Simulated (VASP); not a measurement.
# CuC23 (a cell with a defect) in VASP: further runs

One crystal, CuC23 (a cell with a defect), is run at these levels: PBEsol+U; tasks: single point, relaxation of the atoms.

Everything below comes from runs of VASP 6.6.1. Logs are shortened: lines on timing, memory, paths and dates and some standing lists are left out, and cuts for length are marked.

### 1 Starting point

The cell holds a defect, 24 atoms: a = 7.566 Å, b = 5.044 Å, c = 5.044 Å, α = 60.00°, β = 60.00°, γ = 60.00°.

### 2 Single point, PBEsol+U, collinear spin, ferromagnetic start

File INCAR:

```
SYSTEM = CuC23
PREC = Accurate
ENCUT = 450
EDIFF = 1E-5
ISMEAR = 0
SIGMA = 0.03
LREAL = Auto
LASPH = .TRUE.
NELM = 120
ALGO = Normal
ISIF = 2
LWAVE = .FALSE.
LCHARG = .FALSE.
ISPIN = 2
MAGMOM = 1 0 0 0 0 0 0 0 0 0 0 0 0 0 0 0 0 0 0 0 0 0 0 0
LORBIT = 11
NUPDOWN = 1
LMAXMIX = 4
LDAU = .TRUE.
LDAUTYPE = 2
LDAUL = 2 -1
LDAUU = 7 0
LDAUJ = 0 0
LDAUPRINT = 1
GGA = PS
NBANDS = 74
ISYM = 0
KPAR = 4
```

File KPOINTS:

```
regular mesh
0
G
  3 4 4
  0 0 0
```

File POSCAR:

```
CuC23                                   
1.0
    0.0000000000      5.3503200000      5.3503200000
    3.5668800000      0.0000000000      3.5668800000
    3.5668800000      3.5668800000      0.0000000000
  Cu              C             
     1    23
Direct
     0.9949242714843705    0.0018552399149004    0.0017051868224244
     0.9999228886377414    0.9994087501891579    0.5009007296710162
     0.9999363128920977    0.4993947472209307    0.0011921137297584
     0.0005105865182375    0.4998117615398687    0.5011762651012370
     0.3320663507054240    0.0030272287827146    0.0040771058767204
     0.3393253217773186    0.9994112491030266    0.4917505148981455
     0.3391754063299190    0.4911912291850208    0.0004224646731927
     0.3323901099535252    0.5007852748009283    0.5019749465567550
     0.6687115078349433    0.9988177938685130    0.9999333582468092
     0.6595638631095398    0.0034124144729191    0.5078190481543255
     0.6595328706981897    0.5065654267619537    0.0047361675119245
     0.6673954945895809    0.4998099637175260    0.5011256422392701
     0.0957863103319872    0.1397451584945944    0.1413617969440664
     0.1004325748691338    0.1372667535951074    0.5740354938407913
     0.1001306490818491    0.5738656746604466    0.1383993291868732
     0.0844240415945944    0.6242209426754920    0.6258551419486152
     0.4286418495228461    0.1170460317535808    0.1177224413130102
     0.4121017362134667    0.1258539765537014    0.6329203145733018
     0.4120568400336999    0.6319473278254282    0.1269383875823137
     0.4179502697704487    0.6237787111594342    0.6247109248485844
     0.7096038476524075    0.1475420253482694    0.1489322534669795
     0.7506469543057014    0.1258859586820027    0.6260353489657507
     0.7506036153061139    0.6247621153596421    0.1272880927659988
     0.7481493267868902    0.6259942443348595    0.6273859310821426
```

Potentials or basis: VASP PAW PBE potentials, release 64 (Cu, C).

On the command line:

```bash
$ cat potpaw_PBE.64/Cu/POTCAR potpaw_PBE.64/C/POTCAR > POTCAR
$ mpirun -np 4 vasp_std > vasp.out
```

OUTCAR:

```text
SYSTEM = CuC23
   PREC = Accurate
   ENCUT = 450
   EDIFF = 1E-5
   ISMEAR = 0
   LREAL = Auto
   LASPH = .TRUE.
   NELM = 120
   ISIF = 2
   ISPIN = 2
   LORBIT = 11
   NUPDOWN = 1
   GGA = PS
   ISYM = 0

 ion  position               nearest neighbor table
   1  0.995  0.002  0.002-  14 1.76  21 1.76  15 1.76  13 1.77
   2  1.000  0.999  0.501-  13 1.49  14 1.50  22 1.54  16 1.55
   3  1.000  0.499  0.001-  13 1.49  15 1.50  23 1.54  16 1.55
   4  0.001  0.500  0.501-  14 1.51  15 1.51  16 1.54  24 1.56
   5  0.332  0.003  0.004-  13 1.47  19 1.53  18 1.53  17 1.54
   6  0.339  0.999  0.492-  14 1.48  17 1.54  20 1.55  18 1.55
[... 16 lines left out ...]
  23  0.751  0.625  0.127-  12 1.54   3 1.54   9 1.54  11 1.55
  24  0.748  0.626  0.627-  12 1.54  11 1.55  10 1.55   4 1.56

IMPORTANT INFORMATION: All symmetrisations will be switched off!
NOSYMM: (Re-)initialisation of all symmetry stuff for point group C_1.

----------------------------------------------------------------------------------------

                                     Primitive cell

  volume of cell :     136.1403

  direct lattice vectors                    reciprocal lattice vectors
     0.000000000  5.350320000  5.350320000    -0.093452354  0.093452354  0.093452354
     3.566880000  0.000000000  3.566880000     0.140178531 -0.140178531  0.140178531
     3.566880000  3.566880000  0.000000000     0.140178531  0.140178531 -0.140178531

  length of vectors
     7.566495107  5.044330071  5.044330071     0.161864226  0.242796338  0.242796338

  position of ions in fractional coordinates (direct lattice)
     0.994924271  0.001855240  0.001705187
     0.999922889  0.999408750  0.500900730
     0.999936313  0.499394747  0.001192114
     0.000510587  0.499811762  0.501176265
     0.332066351  0.003027229  0.004077106
     0.339325322  0.999411249  0.491750515
[... 16 lines left out ...]
     0.750603615  0.624762115  0.127288093
     0.748149327  0.625994244  0.627385931

  ion indices of the primitive-cell ions
   primitive index   ion index
                 1           1
                 2           2
                 3           3
                 4           4
                 5           5
                 6           6
[... 16 lines left out ...]
                23          23
                24          24

----------------------------------------------------------------------------------------

 KPOINTS: regular mesh

Automatic generation of k-mesh.
 Grid dimensions read from file:
 generate k-points for:    3    4    4

 Generating k-lattice:

  Cartesian coordinates                     Fractional coordinates (reciprocal lattice)
    -0.031150785  0.031150785  0.031150785     0.333333333  0.000000000  0.000000000
     0.035044633 -0.035044633  0.035044633     0.000000000  0.250000000  0.000000000
     0.035044633  0.035044633 -0.035044633     0.000000000  0.000000000  0.250000000

  Length of vectors
     0.053954742  0.060699085  0.060699085

  Shift w.r.t. Gamma in fractional coordinates (k-lattice)
     0.000000000  0.000000000  0.000000000

 -----------------------------------------------------------------------------
|                                                                             |
|           W    W    AA    RRRRR   N    N  II  N    N   GGGG   !!!           |
|           W    W   A  A   R    R  NN   N  II  NN   N  G    G  !!!           |
|           W    W  A    A  R    R  N N  N  II  N N  N  G       !!!           |
|           W WW W  AAAAAA  RRRRR   N  N N  II  N  N N  G  GGG   !            |
|           WW  WW  A    A  R   R   N   NN  II  N   NN  G    G                |
|           W    W  A    A  R    R  N    N  II  N    N   GGGG   !!!           |
|                                                                             |
|     Your reciprocal lattice and k-lattice belong to different lattice       |
|     classes:                                                                |
|                                                                             |
|        The reciprocal lattice is body-centered orthorhombic,                |
[... 88 lines left out ...]
   GGA     = PS    functional components
   LHFCALC =     F    Hartree Fock is set to
   AEXX    =    0.0000 exact exchange contribution
   IVDW    =     0    specifies the selected vdW correction
   LEPSILON=     F    determine dielectric tensor
   LRPA    =     F    only Hartree local field effects (RPA)
 spin polarized calculation
 Gauss-broadening in eV      SIGMA  =   0.03
  energy-cutoff  :      450.00
  volume of cell :      136.14
 maximum number of plane-waves:      2968
 NGX is ok and might be reduce to    54
   NGX = 27   NGY = 17   NGZ = 17

atom =   1  type =  1  l = 2

 onsite density matrix

spin component  1

  0.9626 -0.0134 -0.0036  0.0071  0.0002
 -0.0134  0.9766 -0.0010 -0.0136  0.0019
 -0.0036 -0.0010  0.9709  0.0016 -0.0005
  0.0071 -0.0136  0.0016  0.9618  0.0033
  0.0002  0.0019 -0.0005  0.0033  0.9714

spin component  2

  0.9301 -0.0040 -0.0069  0.0039  0.0002
 -0.0040  0.9350 -0.0018 -0.0031  0.0031
 -0.0069 -0.0018  0.9685  0.0035 -0.0006
  0.0039 -0.0031  0.0035  0.9295  0.0064
  0.0002  0.0031 -0.0006  0.0064  0.9691

 occupancies and eigenvectors

  o =  0.9242  v =  0.0000  0.0000  0.0000  0.0000  0.0000 -0.6911 -0.0600 -0.1666  0.6943 -0.0948      0.0000  0.0000  0.0000  0.0000  0.0000  0.0000  0.0000  0.0000  0.0000  0.0000
  o =  0.9283  v =  0.0000  0.0000  0.0000  0.0000  0.0000  0.5052  0.6426  0.0662  0.5555 -0.1374      0.0000  0.0000  0.0000  0.0000  0.0000  0.0000  0.0000  0.0000  0.0000  0.0000
  o =  0.9394  v =  0.0000  0.0000  0.0000  0.0000  0.0000  0.4915 -0.7594  0.0176  0.4257 -0.0151      0.0000  0.0000  0.0000  0.0000  0.0000  0.0000  0.0000  0.0000  0.0000  0.0000
  o =  0.9528  v =  0.3231  0.6003  0.0285  0.7070 -0.1860  0.0000  0.0000  0.0000  0.0000  0.0000      0.0000  0.0000  0.0000  0.0000  0.0000  0.0000  0.0000  0.0000  0.0000  0.0000
  o =  0.9541  v =  0.8060  0.1779  0.2319 -0.5093  0.0741  0.0000  0.0000  0.0000  0.0000  0.0000      0.0000  0.0000  0.0000  0.0000  0.0000  0.0000  0.0000  0.0000  0.0000  0.0000
  o =  0.9698  v =  0.0000  0.0000  0.0000  0.0000  0.0000 -0.1304  0.0040  0.8360  0.1414  0.5138      0.0000  0.0000  0.0000  0.0000  0.0000  0.0000  0.0000  0.0000  0.0000  0.0000
  o =  0.9705  v =  0.0000  0.0000  0.0000  0.0000  0.0000  0.0931  0.0821 -0.5183  0.0903  0.8413      0.0000  0.0000  0.0000  0.0000  0.0000  0.0000  0.0000  0.0000  0.0000  0.0000
  o =  0.9717  v = -0.1686  0.0015  0.8148  0.1809  0.5244  0.0000  0.0000  0.0000  0.0000  0.0000      0.0000  0.0000  0.0000  0.0000  0.0000  0.0000  0.0000  0.0000  0.0000  0.0000
  o =  0.9724  v =  0.1040  0.1236 -0.5306  0.0866  0.8276  0.0000  0.0000  0.0000  0.0000  0.0000      0.0000  0.0000  0.0000  0.0000  0.0000  0.0000  0.0000  0.0000  0.0000  0.0000
  o =  0.9924  v = -0.4546  0.7698  0.0078 -0.4478 -0.0060  0.0000  0.0000  0.0000  0.0000  0.0000      0.0000  0.0000  0.0000  0.0000  0.0000  0.0000  0.0000  0.0000  0.0000  0.0000

 number of electron     103.0000011 magnetization       1.0000000

 Free energy of the ion-electron system (eV)
  ---------------------------------------------------
  ext. energy  EPLUGINS =         0.00000000
  ---------------------------------------------------
  free energy    TOTEN  =      -215.01945601 eV

  energy without entropy =     -215.01612897  energy(sigma->0) =     -215.01779249

 E-fermi :  11.3098     XC(G=0): -13.6221

 val. band max:       11.6059816626   @ k =  -0.3333   0.5000   0.2500
 cond. band min:      11.3139438633   @ k =   0.3333  -0.2500   0.2500
 fundamental gap:     -0.2920377993
 Fermi energy:        11.6345675172

 spin component 1

 k-point     1 :       0.0000    0.0000    0.0000
  band No.  band energies     occupation
      1     -11.6274      1.00000
      2      -8.8406      1.00000
      3      -8.4267      1.00000
      4      -6.1598      1.00000
      5      -6.0607      1.00000
      6      -6.0508      1.00000
[... 3161 lines left out ...]
     62      17.8277      0.00000
     63      18.0423      0.00000

 [... further k-points ...]

 [bands above 63 left out]

------------------------ aborting loop because EDIFF is reached ----------------------------------------

  FORCE on cell =-STRESS in cart. coord.  units (eV):
  Direction    XX          YY          ZZ          XY          YZ          ZX
  --------------------------------------------------------------------------------------
  -------------------------------------------------------------------------------------
  Total       19.8519567     16.4083457     16.5639076     -4.0313860      2.6328506     -4.1226140
  in kB      233.6292156    193.1028261    194.9335670    -47.4436629     30.9848965    -48.5172864
  external PRESSURE =     207.2218696 kB  Pullay stress =       0.0000000 kB

 VOLUME and BASIS-vectors are now :
 -----------------------------------------------------------------------------
  energy-cutoff  :      450.00
  volume of cell :      136.14
      direct lattice vectors                 reciprocal lattice vectors
     0.000000000  5.350320000  5.350320000    -0.093452354  0.093452354  0.093452354
     3.566880000  0.000000000  3.566880000     0.140178531 -0.140178531  0.140178531
     3.566880000  3.566880000  0.000000000     0.140178531  0.140178531 -0.140178531

 POSITION                                       TOTAL-FORCE (eV/Angst)
 -----------------------------------------------------------------------------------
      0.01270      5.32925      5.32978        -0.011318      0.009433     -0.015138
      5.35142      7.13656      8.91468         0.004103     -0.006383     -0.010477
      1.78553      5.35423      7.13126         0.000169     -0.030188      0.007731
      3.57040      1.79037      1.78550         0.027945     -0.008462      0.009092
      0.02534      1.79120      1.78746        -0.021084     -0.017346     -0.020912
      5.31880      3.56951      5.38028         0.026762      0.024247     -0.026877
[... 16 lines left out ...]
      2.68247      4.46999      6.24442        -0.013107     -0.009780     -0.001299
      4.47066      6.24065      6.23568         0.016433     -0.002368      0.005116
 -----------------------------------------------------------------------------------
    total drift:                               -0.002236      0.001575      0.003008

  FREE ENERGIE OF THE ION-ELECTRON SYSTEM (eV)
  ---------------------------------------------------
  free  energy   TOTEN  =      -215.0194560140 eV

  energy  without entropy=     -215.0161289670  energy(sigma->0) =     -215.01779249

 total charge

# of ion       s       p       d       tot
------------------------------------------
    1        0.732   0.865   9.541  11.137
    2        0.832   1.765   0.000   2.597
    3        0.832   1.765   0.000   2.597
    4        0.829   1.747   0.000   2.576
    5        0.839   1.789   0.000   2.627
    6        0.831   1.759   0.000   2.590
[... 16 lines left out ...]
   23        0.827   1.741   0.000   2.568
   24        0.825   1.727   0.000   2.551
--------------------------------------------------
tot         19.948  41.305   9.541  70.793

 magnetization (x)

# of ion       s       p       d       tot
------------------------------------------
    1        0.005   0.143   0.110   0.258
    2       -0.000   0.002   0.000   0.002
    3       -0.000   0.002   0.000   0.002
    4       -0.001   0.002   0.000   0.002
    5        0.001   0.007   0.000   0.009
    6       -0.000   0.000   0.000  -0.000
[... 16 lines left out ...]
   23        0.001   0.007   0.000   0.008
   24        0.001   0.007   0.000   0.008
--------------------------------------------------
tot          0.041   0.628   0.110   0.779
```

Wall time 5.2 min (4 MPI ranks of Intel Xeon Platinum 8488C (Sapphire Rapids), shared host); peak memory 0.48 GiB.

Results:

* Free energy: -215.0195 eV
* Largest force: 0.108 eV/Å
* Net moment: 1.00 μB per cell
* Site moments: Cu +0.26; C +0.00, +0.01, -0.00, +0.08, +0.09, +0.10, +0.04, +0.02, +0.14 μB
* Valence electrons inside the program's atomic spheres: Cu 11.14; C 2.60, 2.58, 2.63, 2.59, 2.62, 2.64, 2.57, 2.61, 2.67, 2.55

Forces in eV/Å, atoms in the order of the input:
```
Cu  -0.011  0.009 -0.015
C    0.004 -0.006 -0.010
C    0.000 -0.030  0.008
C    0.028 -0.008  0.009
C   -0.021 -0.017 -0.021
C    0.027  0.024 -0.027
C    0.009 -0.030  0.012
C    0.006 -0.014 -0.009
C   -0.002  0.034  0.024
C   -0.041  0.008  0.026
C   -0.039  0.036  0.007
C   -0.013  0.003  0.008
C   -0.018 -0.047 -0.027
C    0.060  0.025 -0.029
C    0.051 -0.030  0.016
C    0.017 -0.016 -0.006
C   -0.004  0.009 -0.006
C    0.008 -0.023  0.002
C    0.008  0.021 -0.023
C    0.004  0.014  0.001
C   -0.068  0.057  0.061
C   -0.009 -0.007 -0.002
C   -0.013 -0.010 -0.001
C    0.016 -0.002  0.005
```

Eigenvalues of the final occupation matrices:
| site | spin | trace | eigenvalues |
| --- | --- | --- | --- |
| site 1 d | 1 | 4.84 | 0.95 0.95 0.97 0.97 0.99 |
| site 1 d | 2 | 4.73 | 0.92 0.93 0.94 0.97 0.97 |

Caveat: the k mesh is coarse (spacing up to 0.38 Å⁻¹), so the values aren't converged; the cutoff is under 1.25 times the usual one of these potentials, so pressure, stress and relaxed cells hold a basis-set (Pulay) error; the PAW data sets were made with another functional, which shifts forces and pressure a little; the total moment is fixed, so each spin has its own Fermi level; the U is typed as a test and isn't derived for this compound. The state reached can hang on the start; a lower one may exist.

(Part 1 of 2 ends here.)
